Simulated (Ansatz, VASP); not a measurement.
# SiGeO3 (perovskite type (invented)): VASP beside Ansatz, part 2 of 3

One calculation is typed for both programs; each brings its own data sets. How far apart do they land? The cell is generated by rule, not measured, and may not be a known phase. The cell is taken from a series of runs on this material, whose earlier steps may have relaxed, scaled, displaced or heated it; both programs get it as it stands.

VASP 6.6.1 and Ansatz 0.2.0.

So far: Starting point; VASP: zone-centre phonons, LDA.

### 2. VASP: zone-centre phonons, LDA (continued)

Level of this step: LDA; plane waves and PAW (Ge_d, Si, O); invented cell (VASP).

Parts of OUTCAR (step 2):

```text
ion  position               nearest neighbor table
   1  0.000  0.000  0.000-
   2  0.500  0.500  0.500-   3 1.77   4 1.77   5 1.77   3 1.77   4 1.77   5 1.77
   3  0.500  0.500  0.000-   2 1.77   2 1.77
   4  0.500  0.000  0.500-   2 1.77   2 1.77
   5  0.000  0.500  0.500-   2 1.77   2 1.77

  LATTYP: Found a simple cubic cell.
 ALAT       =     3.5459276930

 Subroutine GETGRP returns: Found 48 space group operations
 (whereof 48 operations were pure point group operations)

The static configuration has the point symmetry O_h .

 Found     35 irreducible k-points:

   k-points           NKPTS =     35   k-points in BZ     NKDIM =     35   number of bands    NBANDS=     24

   dimension x,y,z NGX =    28 NGY =   28 NGZ =   28
   dimension x,y,z NGXF=    56 NGYF=   56 NGZF=   56

   ENCUT  =  600.0 eV  44.10 Ry    6.64 a.u.   7.08  7.08  7.08*2*pi/ulx,y,z

   NELECT =      36.0000    total number of electrons

 k-points in reciprocal lattice and weights: Automatic mesh
   0.00000000  0.00000000  0.00000000       0.002
   0.12500000  0.00000000  0.00000000       0.012
   0.25000000  0.00000000  0.00000000       0.012
   0.37500000  0.00000000  0.00000000       0.012
   0.50000000  0.00000000  0.00000000       0.006
   0.12500000  0.12500000  0.00000000       0.023
   0.25000000  0.12500000  0.00000000       0.047
   0.37500000  0.12500000  0.00000000       0.047
   0.50000000  0.12500000  0.00000000       0.023
[...]
0.50000000  0.50000000  0.37500000       0.012
   0.50000000  0.50000000  0.50000000       0.002

 average (electrostatic) potential at core
       1 -71.6861       2 -83.4583       3 -67.9467       4 -67.9467       5 -67.9467

  Total        0.0334054      0.0334054      0.0334054     -0.0000000     -0.0000000     -0.0000000
  in kB        1.2004317      1.2004317      1.2004317     -0.0000000     -0.0000000     -0.0000000
  external PRESSURE =       1.2004317 kB  Pullay stress =       0.0000000 kB

  energy-cutoff  :      600.00
  volume of cell :       44.59
      direct lattice vectors                 reciprocal lattice vectors
     3.545927693  0.000000000  0.000000000     0.282013647  0.000000000  0.000000000
[...]
2     0.00000    -2.85040     0.00000
    3     0.00000    -0.00000    -2.95451
 ion    5
    1    -2.85040     0.00000    -0.00000
    2     0.00000    -2.95451     0.00000
    3    -0.00000    -0.00000    -2.95451

 Eigenvectors and eigenvalues of the dynamical matrix
 ----------------------------------------------------

   1 f  =   22.784167 THz   143.157141 2PiTHz  759.997995 cm-1    94.227700 meV
             X         Y         Z           dx          dy          dz
      0.000000  0.000000  0.000000    -0.004233    0.020190   -0.000000
      1.772964  1.772964  1.772964    -0.063375    0.302263    0.000000
      1.772964  1.772964  0.000000    -0.045582    0.217400   -0.000000
      1.772964  0.000000  1.772964    -0.045582   -0.878404   -0.000000
      0.000000  1.772964  1.772964     0.184174    0.217400    0.000000

   2 f  =   22.784167 THz   143.157141 2PiTHz  759.997995 cm-1    94.227700 meV
             X         Y         Z           dx          dy          dz
      0.000000  0.000000  0.000000     0.000000    0.000000   -0.020629
      1.772964  1.772964  1.772964     0.000000    0.000000   -0.308836
      1.772964  1.772964  0.000000     0.000000    0.000000    0.897504
      1.772964  0.000000  1.772964     0.000000   -0.000000   -0.222128
      0.000000  1.772964  1.772964    -0.000000   -0.000000   -0.222128

   3 f  =   22.784167 THz   143.157141 2PiTHz  759.997995 cm-1    94.227700 meV
             X         Y         Z           dx          dy          dz
      0.000000  0.000000  0.000000    -0.020190   -0.004233    0.000000
      1.772964  1.772964  1.772964    -0.302263   -0.063375   -0.000000
      1.772964  1.772964  0.000000    -0.217400   -0.045582    0.000000
      1.772964  0.000000  1.772964    -0.217400    0.184174   -0.000000
      0.000000  1.772964  1.772964     0.878404   -0.045582   -0.000000

   4 f  =   11.627885 THz    73.060156 2PiTHz  387.864492 cm-1    48.089047 meV
             X         Y         Z           dx          dy          dz
      0.000000  0.000000  0.000000    -0.202955   -0.135342    0.000246
      1.772964  1.772964  1.772964     0.691005    0.460800   -0.000839
      1.772964  1.772964  0.000000    -0.287453   -0.191689   -0.000110
      1.772964  0.000000  1.772964    -0.287453    0.060569    0.000349
      0.000000  1.772964  1.772964     0.090828   -0.191689    0.000349

   5 f  =   11.627885 THz    73.060156 2PiTHz  387.864492 cm-1    48.089047 meV
             X         Y         Z           dx          dy          dz
      0.000000  0.000000  0.000000     0.053206   -0.079378    0.224447
      1.772964  1.772964  1.772964    -0.181153    0.270261   -0.764178
      1.772964  1.772964  0.000000     0.075358   -0.112426   -0.100446
      1.772964  0.000000  1.772964     0.075358    0.035524    0.317892
      0.000000  1.772964  1.772964    -0.023811   -0.112426    0.317892

   6 f  =   11.627885 THz    73.060156 2PiTHz  387.864492 cm-1    48.089047 meV
             X         Y         Z           dx          dy          dz
      0.000000  0.000000  0.000000     0.124445   -0.186788   -0.095560
      1.772964  1.772964  1.772964    -0.423699    0.635962    0.325356
      1.772964  1.772964  0.000000     0.176256   -0.264555    0.042766
      1.772964  0.000000  1.772964     0.176256    0.083593   -0.135346
      0.000000  1.772964  1.772964    -0.055692   -0.264555   -0.135346

   7 f  =   10.020923 THz    62.963317 2PiTHz  334.262017 cm-1    41.443190 meV
             X         Y         Z           dx          dy          dz
      0.000000  0.000000  0.000000    -0.000000    0.000000    0.000000
      1.772964  1.772964  1.772964    -0.000000    0.000000   -0.000000
      1.772964  1.772964  0.000000     0.022065   -0.653796    0.000000
      1.772964  0.000000  1.772964    -0.022065    0.000000    0.268447
      0.000000  1.772964  1.772964    -0.000000    0.653796   -0.268447

   8 f  =   10.020923 THz    62.963317 2PiTHz  334.262017 cm-1    41.443190 meV
             X         Y         Z           dx          dy          dz
      0.000000  0.000000  0.000000    -0.000000   -0.000000   -0.000000
      1.772964  1.772964  1.772964     0.000000   -0.000000   -0.000000
      1.772964  1.772964  0.000000    -0.011028    0.268227   -0.000000
      1.772964  0.000000  1.772964     0.011028    0.000000    0.654166
      0.000000  1.772964  1.772964     0.000000   -0.268227   -0.654166

   9 f  =   10.020923 THz    62.963317 2PiTHz  334.262017 cm-1    41.443190 meV
             X         Y         Z           dx          dy          dz
      0.000000  0.000000  0.000000     0.000000    0.000000   -0.000000
      1.772964  1.772964  1.772964    -0.000000   -0.000000   -0.000000
      1.772964  1.772964  0.000000     0.706676    0.024600    0.000000
      1.772964  0.000000  1.772964    -0.706676    0.000000    0.001826
      0.000000  1.772964  1.772964     0.000000   -0.024600   -0.001826

  10 f  =    0.008795 THz     0.055260 2PiTHz    0.293367 cm-1     0.036373 meV
             X         Y         Z           dx          dy          dz
      0.000000  0.000000  0.000000    -0.035259    0.041909    0.697743
      1.772964  1.772964  1.772964    -0.021896    0.026026    0.433302
      1.772964  1.772964  0.000000    -0.016477    0.019585    0.326543
      1.772964  0.000000  1.772964    -0.016477    0.019613    0.326075
      0.000000  1.772964  1.772964    -0.016501    0.019585    0.326075

  11 f  =    0.008795 THz     0.055260 2PiTHz    0.293367 cm-1     0.036373 meV
             X         Y         Z           dx          dy          dz
      0.000000  0.000000  0.000000    -0.400328    0.571495   -0.054556
      1.772964  1.772964  1.772964    -0.248605    0.354901   -0.033879
      1.772964  1.772964  0.000000    -0.187085    0.267076   -0.025532
      1.772964  0.000000  1.772964    -0.187085    0.267459   -0.025495
      0.000000  1.772964  1.772964    -0.187353    0.267076   -0.025495

  12 f  =    0.008795 THz     0.055260 2PiTHz    0.293367 cm-1     0.036373 meV
             X         Y         Z           dx          dy          dz
      0.000000  0.000000  0.000000    -0.573009   -0.401848   -0.004819
      1.772964  1.772964  1.772964    -0.355842   -0.249550   -0.002993
      1.772964  1.772964  0.000000    -0.267784   -0.187795   -0.002255
      1.772964  0.000000  1.772964    -0.267784   -0.188064   -0.002252
      0.000000  1.772964  1.772964    -0.268167   -0.187795   -0.002252

  13 f/i=    5.579810 THz    35.058981 2PiTHz  186.122432 cm-1    23.076230 meV
             X         Y         Z           dx          dy          dz
      0.000000  0.000000  0.000000    -0.034131    0.060469    0.667383
      1.772964  1.772964  1.772964     0.008184   -0.014500   -0.160032
      1.772964  1.772964  0.000000     0.024091   -0.042682   -0.272901
      1.772964  0.000000  1.772964     0.024091   -0.024727   -0.471066
      0.000000  1.772964  1.772964     0.013957   -0.042682   -0.471066

  14 f/i=    5.579810 THz    35.058981 2PiTHz  186.122432 cm-1    23.076230 meV
             X         Y         Z           dx          dy          dz
      0.000000  0.000000  0.000000    -0.616603   -0.264507   -0.007568
      1.772964  1.772964  1.772964     0.147855    0.063426    0.001815
      1.772964  1.772964  0.000000     0.435224    0.186700    0.003095
      1.772964  0.000000  1.772964     0.435224    0.108160    0.005342
      0.000000  1.772964  1.772964     0.252137    0.186700    0.005342

  15 f/i=    5.579810 THz    35.058981 2PiTHz  186.122432 cm-1    23.076230 meV
             X         Y         Z           dx          dy          dz
      0.000000  0.000000  0.000000     0.262405   -0.613678    0.069023
      1.772964  1.772964  1.772964    -0.062922    0.147154   -0.016551
      1.772964  1.772964  0.000000    -0.185216    0.433159   -0.028224
      1.772964  0.000000  1.772964    -0.185216    0.250941   -0.048719
      0.000000  1.772964  1.772964    -0.107301    0.433159   -0.048719

 MACROSCOPIC STATIC DIELECTRIC TENSOR IONIC CONTRIBUTION
 ------------------------------------------------------
           3.443010     0.000000    -0.000000
           0.000000     3.443010     0.000000
          -0.000000     0.000000     3.443010
 ------------------------------------------------------

 ELASTIC MODULI CONTR FROM IONIC RELAXATION (kBar)
 Direction    XX          YY          ZZ          XY          YZ          ZX
 --------------------------------------------------------------------------------
 XX           0.0000      0.0000      0.0000      0.0000      0.0000      0.0000
 YY           0.0000      0.0000      0.0000      0.0000      0.0000      0.0000
 ZZ           0.0000      0.0000      0.0000      0.0000      0.0000      0.0000
 XY           0.0000      0.0000      0.0000      0.0000      0.0000      0.0000
 YZ           0.0000      0.0000      0.0000      0.0000      0.0000      0.0000
 ZX           0.0000      0.0000      0.0000      0.0000      0.0000      0.0000
 --------------------------------------------------------------------------------

 PIEZOELECTRIC TENSOR IONIC CONTR  for field in x, y, z        (C/m^2)
          XX          YY          ZZ          XY          YZ          ZX
  --------------------------------------------------------------------------------
  x     0.00000     0.00000     0.00000     0.00000     0.00000     0.00000
  y     0.00000     0.00000     0.00000     0.00000     0.00000     0.00000
  z     0.00000     0.00000     0.00000     0.00000     0.00000     0.00000
```

With imaginary modes the cell is no minimum, so the ionic parts of its dielectric, piezoelectric and elastic tensors have no meaning.

[end of part 2 of 3]

[Lines on the potential files, build, host, timing and source positions are cut from VASP's logs without a mark.]

[Logs are printed without paths, hosts, clocks, repeated set-up lines and the standing remarks that a program may print on its own settings, such as how far it seeks lower states.]

[Hosts, paths, dates, database ids (printed as entryN), source tags and the programs' standing remarks are cut or masked in the printed files.]
